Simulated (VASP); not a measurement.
Energy against volume of KI (rock salt). Computed with rev-vdW-DF2, VASP's PBE PAW potentials (set 64) (plane waves; VASP).

```tsv
V (Å³/atom)	E (eV/atom)
40.888	-0.95232
42.193	-0.95778
43.498	-0.95949
44.803	-0.95805
46.107	-0.95397
```

### Question
Fit a third-order Birch-Murnaghan equation of state.

### Answer

```yaml
volume_per_atom: 43.51 Å³/atom
bulk_modulus: 12.8 GPa
pressure_derivative_of_the_bulk_modulus: 4.88
lattice_constant_a: 7.035 Å
```

The compound is KI in the rock salt structure. It was relaxed first.
